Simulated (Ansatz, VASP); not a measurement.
## As4C3: VASP beside Ansatz

One calculation is typed for both programs; each brings its own data sets. How far apart do they land? The cell is generated by rule, not measured, and may not be a known phase. The cell is taken from a series of runs on this material, whose earlier steps may have relaxed, scaled, displaced or heated it; both programs get it as it stands.

Program: Ansatz 0.2.0. Level of theory: plane waves, with VASP 6.6.1 beside it; single point at PBEsol. Results are calculated unless marked as measured.

The structure was built from a prototype and need not be the compound's stable phase.

### Step 1. The structure

The structure is cubic, space group P-43m (No. 215). Conventional cell: a = 4.605 Å, b = 4.605 Å, c = 4.605 Å, α = 90.00°, β = 90.00°, γ = 90.00°. Nearest to C lie 4 As at 1.98 Å. Nearest to As lie 3 C at 1.98 Å. Farther neighbours are not listed.

### Step 2. Ansatz: single point, PBEsol

Ansatz runs on its default PAW (the set named soft_2) files.

A single point gives forces, pressure and levels at one fixed geometry, so differences don't come from the geometry; what else differs is listed under the comparison.

Input file input.yaml:

```yaml
crystal:
  lattice:
    - [4.60499, 0.0, 0.0]
    - [0.0, 4.60499, 0.0]
    - [0.0, 0.0, 4.60499]
  atoms:
    - { symbol: C, position: [0.0, 0.0, 0.5] }
    - { symbol: C, position: [0.5, 0.0, 0.0] }
    - { symbol: C, position: [0.0, 0.5, 0.0] }
    - { symbol: As, position: [0.245687, 0.245687, 0.754313] }
    - { symbol: As, position: [0.754313, 0.754313, 0.754313] }
    - { symbol: As, position: [0.245687, 0.754313, 0.245687] }
    - { symbol: As, position: [0.754313, 0.245687, 0.245687] }
kpoints:
  mp_grid: { grid: [4, 4, 4] }
hamiltonian:
  xc: pbesol
scf:
  occupations: { method: gaussian, width: 0.1 }
output:
  forces: true
  stress: true
  eigenvalues: true
```

Command:

```sh
ansatz run input.yaml --threads 8 --pin off --max-ram 14336MiB --backend cpu --events-out ev --progress --plain --runs-dir out
```

Numbers of over 12 decimals in the logs are rounded to 6 here.

What it wrote:

```text
Engine: ansatz 0.2.0, x86_64-unknown-linux-gnu
Pseudopotentials: kind: paw
Pseudopotential: C, paw, valence charge 4, recommended cutoff 420 eV (normal), C.paw.azcp
Pseudopotential: As, paw, valence charge 15, recommended cutoff 420 eV (normal), As.paw.azcp
Functional definition: PBEsol
  exchange = pbesol_x
  correlation = pbesol_c
Crystal: 7 atoms, lattice volume = 97.653 Å³
Basis set: ecut = 420 eV, 1935 PW (Γ), exchange–correlation on 64×64×64 points (8 copies of the dense FFT grid, shifted against one another)
Bands: 44, of which v1, the nominal top of the filled ones, is band 36 counted from 1 (35 counted from 0)
Symmetry: 24 space group operations
Space group: P-43m (ITA 215), of the structure as read, at distance tolerance 4.6e-5 Å
k-points: 10 of 64 (time reversal used)
Non-local potential: C, projectors of the file, l = 0: 2, l = 1: 2, l = 2: 1
Non-local potential: As, projectors of the file, l = 0: 2, l = 1: 2, l = 2: 3, l = 3: 1
PAW form: soft (Blöchl's): semilocal exchange-correlation on the pseudo side does not see the compensation charge
PAW frozen core: C, regenerated for the run's functional, and the local potential with it (the file was generated under x = pbe(κ = 0.804, μ = 0.219515), c = pbe(β = 0.066725))
PAW frozen core: As, regenerated for the run's functional, and the local potential with it (the file was generated under x = pbe(κ = 0.804, μ = 0.219515), c = pbe(β = 0.066725))
PAW one-centre angular grid: C, 110 points (default); XC on 64 Gauss nodes
PAW one-centre angular grid: As, 590 points (default); XC on 64 Gauss nodes
Initial density: superposition of atomic densities (neutral atoms: chi_scale 0, normalization atom), corrected by the library's trained network
Initial wavefunctions: pseudopotential atomic-orbital guess
Functional: x = pbesol(κ = 0.804, μ = 0.123457), c = pbesol(β = 0.046)
SCF iter   1: F=—  HF=-19984.524128 eV  |F-HF|=—  |Δ(HF+E_count)|=         —  Δρ=1.31e-2  dr2=5.59e-1  ethr=1.77e-3  ⟨swp⟩=5.6  Hψ=1597  notcnv=0
preconditioner: auto → Resta (q_TF=auto, 2.593 Å⁻¹)  ε∞=4.9  [insulator: Δε(μ)=0.102 eV  Ē_g=10.792 eV  σ=0.100 eV  W_gap=0.52  n_scr=26 (ndim 8)  ℏωp=21.3 eV  f_vac=0.001  D(μ)=2.89/eV (n_scr^D=18)  ε∞_Penn≈4.9]
SCF iter   2: F=—  HF=-19984.386321 eV  |F-HF|=—  |Δ(HF+E_count)|=   1.38e-1  Δρ=5.57e-3  dr2=1.16e-1  ethr=7.76e-4  ⟨swp⟩=2.0  Hψ=605  notcnv=0  defer=22
preconditioner: auto → Kerker (q_TF=auto, 2.593 Å⁻¹)  [metal: Δε(μ)=0.035 eV  Ē_g=10.783 eV  σ=0.100 eV  W_gap=0.20  n_scr=26 (ndim 8)  ℏωp=21.3 eV  f_vac=0.001  D(μ)=3.52/eV (n_scr^D=26)]
SCF iter   3: F=—  HF=-19984.352782 eV  |F-HF|=—  |Δ(HF+E_count)|=   3.35e-2  Δρ=1.87e-3  dr2=8.43e-3  ethr=1.62e-4  ⟨swp⟩=2.0  Hψ=571  notcnv=0  defer=22
SCF iter   4: F=—  HF=-19984.350930 eV  |F-HF|=—  |Δ(HF+E_count)|=   1.85e-3  Δρ=9.16e-4  dr2=8.11e-4  ethr=1.17e-5  ⟨swp⟩=2.6  Hψ=683  notcnv=0  defer=22
SCF iter   5: F=—  HF=-19984.350847 eV  |F-HF|=—  |Δ(HF+E_count)|=   8.36e-5  Δρ=2.91e-4  dr2=1.09e-4  ethr=1.13e-6  ⟨swp⟩=2.0  Hψ=780  notcnv=0  defer=22
SCF iter   6: F=—  HF=-19984.350808 eV  |F-HF|=—  |Δ(HF+E_count)|=   3.85e-5  Δρ=1.09e-4  dr2=1.09e-5  ethr=1.51e-7  ⟨swp⟩=2.0  Hψ=776  notcnv=0  defer=22
SCF iter   7: F=—  HF=-19984.350856 eV  |F-HF|=—  |Δ(HF+E_count)|=   4.80e-5  Δρ=3.27e-5  dr2=2.56e-6  ethr=1.52e-8  ⟨swp⟩=2.0  Hψ=593  notcnv=0  defer=22
SCF iter   8: F=-19984.350856 eV  HF=-19984.350856 eV  |F-HF|=8.46e-9  |Δ(HF+E_count)|=   4.20e-7  Δρ=7.41e-6  dr2=7.37e-8  ethr=1.39e-10  ⟨swp⟩=8.2  Hψ=1897  notcnv=0
SCF 1 converged in 8 iterations: F = -19984.350856 eV  dr2 = 7.37e-8
  greatest PAW one-centre occupation: 0.999 electrons in one spin orbital (limit 2), on the As atom at site 5 (counted from 0), in its partial waves of l = 2
SCF converged after 8 iterations
Free energy (F): -19984.350856 eV
Harris-Foulkes:  -19984.350856 eV  (|F-HF|=8.46e-9)
Internal energy: -19984.327938 eV  (E = F + TS)
E sigma→0 (E₀):  -19984.339397 eV
Entropy (-TS):   -0.022917 eV (-3.274 meV/atom)
Fermi energy:    12.233759 eV
--- Per-component energies (eV) ---
  E_band       = -828.943965
  E_kinetic    = 680.439177
  E_local      = -6643.663387  (includes V_loc(G=0)·N_el)
  E_nonlocal   = -2587.149014
  E_hartree    = 3658.724956
  E_xc         = -458.817193
  E_vxc        = -496.341325  (∫ρ·V_xc dr)
  E_paw        = -7459.927709  (= ΣΔE_a)
  E_vpaw       = 900.312012  (= ΣTr[D̂ρ^β])
  E_aug_tail   = 0.000055  (compensation charges beyond the density's cutoff)
  E_ewald      = -7177.863840
  E_core_change = 3.929016  (= ΣΔE_core)
  E_smearing   = -0.022917  (= −TS)
  E_closure    = -0.000000  (closes the sum)
  Σ components = -19984.350856   (vs F -19984.350856, Δ=0.00e0)
--- Forces (eV/Å), atoms counted from 1 ---
  atom   1  C     -0.00000000     0.00000000    -0.00000000
  atom   2  C     -0.00000000     0.00000000     0.00000000
  atom   3  C     -0.00000000    -0.00000000    -0.00000000
  atom   4  As     2.64133980     2.64133980    -2.64133980
  atom   5  As    -2.64133980    -2.64133980    -2.64133980
  atom   6  As     2.64133980    -2.64133980     2.64133980
  atom   7  As    -2.64133980     2.64133980     2.64133980
  max |Σ_I F_I| component: 8.88e-16 eV/Å
--- Stress (GPa, compression-positive) ---
        7.008402       0.000000       0.000000
       -0.000000       7.008402      -0.000000
       -0.000000      -0.000000       7.008402
  P = ⅓ Tr σ = 7.0084 GPa (70.084 kbar)
--- Band table (eV; the first three rows and the last of 10) ---
  k-point 0: bands = [... 32 lower, 7.4358, 11.1021, 12.1142, 12.1142, 12.1142, 12.1861, 12.1861, 13.9673, ... 4 higher]
  k-point 1: bands = [... 32 lower, 7.2474, 11.1579, 11.8921, 11.8921, 12.2162, 12.8877, 13.5624, 13.5753, ... 4 higher]
  k-point 2: bands = [... 32 lower, 8.4853, 9.4242, 11.3891, 11.3891, 12.6407, 13.0548, 14.4535, 15.9041, ... 4 higher]
  k-point 9: bands = [... 32 lower, 8.1743, 12.0410, 12.0410, 12.0410, 12.9551, 12.9551, 12.9551, 16.0053, ... 4 higher]
```

Reading the cycles: dr2 is the Hartree energy of the density residual (eV), the measure of convergence; HF is the Harris–Foulkes estimate of the energy, which meets the free energy F at convergence.

The run ends at a pressure of 7.01 GPa, with forces up to 4.6 eV/Å.

### Step 3. VASP: single point, PBEsol

The same cell, functional, mesh and smearing now go to VASP, with its own data sets.

Lines of VASP's logs that name or quote its potential files are left out, and so is its time.

Input file INCAR:

```
SYSTEM = As4C3
PREC = Accurate
ENCUT = 600
EDIFF = 1E-06
NELM = 120
ISMEAR = 0
SIGMA = 0.1
LREAL = .FALSE.
ALGO = Normal
GGA = PS
NBANDS = 23
LORBIT = 11
LWAVE = .FALSE.
LCHARG = .FALSE.
ISIF = 2
LASPH = .TRUE.
GGA_COMPAT = .FALSE.
KPAR = 2
```

Input file POSCAR:

```
As4C3
1.0
    4.6049900000      0.0000000000      0.0000000000
    0.0000000000      4.6049900000      0.0000000000
    0.0000000000      0.0000000000      4.6049900000
C As
3 4
Direct
    0.0000000000      0.0000000000      0.5000000000
    0.5000000000      0.0000000000      0.0000000000
    0.0000000000      0.5000000000      0.0000000000
    0.2456870000      0.2456870000      0.7543130000
    0.7543130000      0.7543130000      0.7543130000
    0.2456870000      0.7543130000      0.2456870000
    0.7543130000      0.2456870000      0.2456870000
```

Input file KPOINTS:

```
Automatic mesh
0
Gamma
4 4 4
0 0 0
```

Potentials, in the order of the species: C and As (PBE family, release 64).

Command:

```sh
mpirun -np 2 vasp_std
```

What it wrote:

```text
[banner, memory and clock lines left out]
running    2 mpi-ranks, on    1 nodes
 distrk:  each k-point on    1 cores,    2 groups
 distr:  one band on    1 cores,    1 groups

 POSCAR found type information on POSCAR C As
 POSCAR found :  2 types and       7 ions
|                                                                             |
|               ----> ADVICE to this user running VASP <----                  |
|                                                                             |
|     You enforced a specific xc type in the INCAR file but a different       |
|     [... a line on the potential file left out ...]
|     I HOPE YOU KNOW WHAT YOU ARE DOING!                                     |
|                                                                             |

 LDA part: xc-table for (Slater+PW92), standard interpolation
 POSCAR, INCAR and KPOINTS ok, starting setup
 FFT: planning ... GRIDC
 FFT: planning ... GRID_SOFT
 FFT: planning ... GRID
 WAVECAR not read
 entering main loop
       N       E                     dE             d eps       ncg     rms          rms(c)
DAV:   1     0.140212385052E+03    0.14021E+03   -0.15420E+04   460   0.138E+03
DAV:   2    -0.327817673951E+02   -0.17299E+03   -0.16319E+03   597   0.227E+02
DAV:   3    -0.444157542109E+02   -0.11634E+02   -0.11261E+02   586   0.570E+01
DAV:   4    -0.447088315436E+02   -0.29308E+00   -0.29217E+00   605   0.897E+00
DAV:   5    -0.447148116518E+02   -0.59801E-02   -0.59767E-02   603   0.111E+00    0.132E+01
DAV:   6    -0.415808025983E+02    0.31340E+01   -0.10502E+01   531   0.159E+01    0.566E+00
DAV:   7    -0.414797162685E+02    0.10109E+00   -0.10029E+00   551   0.558E+00    0.318E+00
DAV:   8    -0.414409542062E+02    0.38762E-01   -0.23016E-01   603   0.231E+00    0.780E-01
DAV:   9    -0.414319741743E+02    0.89800E-02   -0.43891E-02   565   0.111E+00    0.278E-01
DAV:  10    -0.414322620454E+02   -0.28787E-03   -0.37238E-03   568   0.317E-01    0.909E-02
DAV:  11    -0.414322843284E+02   -0.22283E-04   -0.25849E-04   580   0.904E-02    0.369E-02
DAV:  12    -0.414322697094E+02    0.14619E-04   -0.42393E-05   596   0.359E-02    0.887E-03
DAV:  13    -0.414322711600E+02   -0.14506E-05   -0.11605E-05   582   0.173E-02    0.321E-03
DAV:  14    -0.414322709241E+02    0.23590E-06   -0.68951E-07   384   0.471E-03
   1 F= -.41432271E+02 E0= -.41419789E+02  d E =-.249634E-01
```

Parts of OUTCAR (step 3):

```text
ion  position               nearest neighbor table
   1  0.000  0.000  0.500-   4 1.98   5 1.98   6 1.98   7 1.98
   2  0.500  0.000  0.000-   4 1.98   5 1.98   6 1.98   7 1.98
   3  0.000  0.500  0.000-   4 1.98   5 1.98   6 1.98   7 1.98
   4  0.246  0.246  0.754-   1 1.98   2 1.98   3 1.98
   5  0.754  0.754  0.754-   1 1.98   2 1.98   3 1.98
   6  0.246  0.754  0.246-   1 1.98   2 1.98   3 1.98
   7  0.754  0.246  0.246-   1 1.98   2 1.98   3 1.98

  LATTYP: Found a simple cubic cell.
 ALAT       =     4.6049900000

 Subroutine GETGRP returns: Found 24 space group operations
 (whereof 24 operations were pure point group operations)

The static configuration has the point symmetry T_d .

 Found     10 irreducible k-points:

   k-points           NKPTS =     10   k-points in BZ     NKDIM =     10   number of bands    NBANDS=     23

   dimension x,y,z NGX =    40 NGY =   40 NGZ =   40
   dimension x,y,z NGXF=    80 NGYF=   80 NGZF=   80

   ENCUT  =  600.0 eV  44.10 Ry    6.64 a.u.   9.20  9.20  9.20*2*pi/ulx,y,z

   NELECT =      32.0000    total number of electrons

 k-points in reciprocal lattice and weights: Automatic mesh
   0.00000000  0.00000000  0.00000000       0.016
   0.25000000  0.00000000  0.00000000       0.094
   0.50000000  0.00000000  0.00000000       0.047
   0.25000000  0.25000000  0.00000000       0.188
   0.50000000  0.25000000  0.00000000       0.188
   0.50000000  0.50000000  0.00000000       0.047
   0.25000000  0.25000000  0.25000000       0.125
   0.50000000  0.25000000  0.25000000       0.188
   0.50000000  0.50000000  0.25000000       0.094
   0.50000000  0.50000000  0.50000000       0.016

 average (electrostatic) potential at core
       1 -49.5451       2 -49.5451       3 -49.5451       4 -48.4407       5 -48.4407
       6 -48.4407       7 -48.4407

 E-fermi :   6.9668

 k-point     1 :       0.0000    0.0000    0.0000
  band No.  band energies     occupation
    ...
     15       6.8552      1.88536
     16       6.8552      1.88536
     17       6.8552      1.88536
     18       6.9172      1.51642
     19       6.9172      1.51642
     20       8.6900      0.00000
     21       8.6900      0.00000
     22       8.6900      0.00000
     23      11.2893      0.00000

 k-point     2 :       0.2500    0.0000    0.0000
  band No.  band energies     occupation
    ...
     13       1.9620      2.00000
     14       5.8985      2.00000
     15       6.6473      1.99999
     16       6.6473      1.99999
     17       6.9414      1.28024
     18       7.5951      0.00000
     19       8.2860      0.00000
     20       8.3053      0.00000
     21       9.4077      0.00000
     22       9.4077      0.00000
    ...

 k-point     3 :       0.5000    0.0000    0.0000
  band No.  band energies     occupation
    ...
     12       1.9696      2.00000
     13       3.2475      2.00000
     14       4.1520      2.00000
     15       6.1458      2.00000
     16       6.1458      2.00000
     17       7.3597      0.00000
     18       7.7762      0.00000
     19       9.1674      0.00000
     20      10.6247      0.00000
     21      11.1800      0.00000
    ...

  Total        5.0043327      5.0043327      5.0043327     -0.0000000      0.0000000      0.0000000
  in kB       82.1052031     82.1052031     82.1052031     -0.0000000      0.0000000      0.0000000
  external PRESSURE =      82.1052031 kB  Pullay stress =       0.0000000 kB

  energy-cutoff  :      600.00
  volume of cell :       97.65
      direct lattice vectors                 reciprocal lattice vectors
     4.604990000  0.000000000  0.000000000     0.217155738  0.000000000  0.000000000
     0.000000000  4.604990000  0.000000000     0.000000000  0.217155738  0.000000000
     0.000000000  0.000000000  4.604990000     0.000000000  0.000000000  0.217155738

 POSITION                                       TOTAL-FORCE (eV/Angst)
 -----------------------------------------------------------------------------------
      0.00000      0.00000      2.30249        -0.000000     -0.000000     -0.000000
      2.30249      0.00000      0.00000        -0.000000     -0.000000     -0.000000
      0.00000      2.30249      0.00000        -0.000000     -0.000000     -0.000000
      1.13139      1.13139      3.47360         2.663891      2.663891     -2.663891
      3.47360      3.47360      3.47360        -2.663891     -2.663891     -2.663891
      1.13139      3.47360      1.13139         2.663891     -2.663891      2.663891
      3.47360      1.13139      1.13139        -2.663891      2.663891      2.663891
 -----------------------------------------------------------------------------------
    total drift:                                0.000000      0.000000      0.000000

  FREE ENERGIE OF THE ION-ELECTRON SYSTEM (eV)
  ---------------------------------------------------
  free  energy   TOTEN  =       -41.4322709241 eV

  energy  without entropy=      -41.4073075608  energy(sigma->0) =      -41.41978924

 total charge
# of ion       s       p       d       tot
------------------------------------------
    1        0.865   1.502   0.000   2.367
    2        0.865   1.502   0.000   2.367
    3        0.865   1.502   0.000   2.367
    4        1.250   1.460   0.117   2.827
    5        1.250   1.460   0.117   2.827
    6        1.250   1.460   0.117   2.827
    7        1.250   1.460   0.117   2.827
--------------------------------------------------
tot          7.596  10.347   0.467  18.410

[... 3 further parts left out ...]
```

The k-mesh is coarse for a metal.

The run ends at a pressure of 8.21 GPa, with forces up to 4.6 eV/Å.

### Step 4. Differences

Known differences besides the potentials themselves: the data sets hold 72 valence electrons in Ansatz (on its default PAW (the set named soft_2) files) and 32 in VASP; the cutoff is 420 eV in Ansatz and 600 eV in VASP; Ansatz makes its cores anew for this functional, VASP keeps those of its PBE data sets. Total energies have different zeros and are not compared.

The two programs side by side:

```
      quantity  Ansatz  VASP  difference
pressure (GPa)    7.01  8.21       -1.20
```

Forces (eV/Å; atoms numbered as in POSCAR):

```
atom          Ansatz x, y, z            VASP x, y, z
  C1     0.000, 0.000, 0.000     0.000, 0.000, 0.000
  C2     0.000, 0.000, 0.000     0.000, 0.000, 0.000
  C3     0.000, 0.000, 0.000     0.000, 0.000, 0.000
 As4    2.641, 2.641, -2.641    2.664, 2.664, -2.664
 As5  -2.641, -2.641, -2.641  -2.664, -2.664, -2.664
 As6    2.641, -2.641, 2.641    2.664, -2.664, 2.664
 As7    -2.641, 2.641, 2.641    -2.664, 2.664, 2.664
```

The forces differ by 17 meV/Å r.m.s., which is 0.8 % of the r.m.s. force of 2.014 eV/Å (both taken over all components).

### Step 5. What the set-up changes

Further runs change the set-up of one program: Ansatz's method, potentials or start, or VASP's data sets, cutoff or form of LDA. The table gives Ansatz less VASP for each quantity, since a change that brings one quantity closer may part another.

```
                               run  r.m.s. force difference (meV/Å)  pressure (GPa)
                          as above                               17            -1.2
VASP with the data sets C and As_d                               14            0.19
```

### Step 6. Summary of results

| Property | Result |
| --- | --- |
| difference in pressure (single point, PBEsol) | -1.2 GPa |

The difference in pressure is -1.2 GPa (single point, PBEsol), beyond the 1 GPa picked in this series as the mark of a large difference. The data sets hold unlike numbers of valence electrons (72 in Ansatz and 32 in VASP), so part of the differences comes from the potentials. Single point, PBEsol, VASP with the data sets C and As_d: the difference in pressure goes from -1.2 to 0.19 GPa. How closely two codes agree says nothing of how well the functional describes the real material.

[Lines on the potential files, build, host, timing and source positions are cut from VASP's logs without a mark.]

[Logs are printed without paths, hosts, clocks, repeated set-up lines and the standing remarks that a program may print on its own settings, such as how far it seeks lower states.]

[Hosts, paths, dates, database ids (printed as entryN), source tags and the programs' standing remarks are cut or masked in the printed files.]
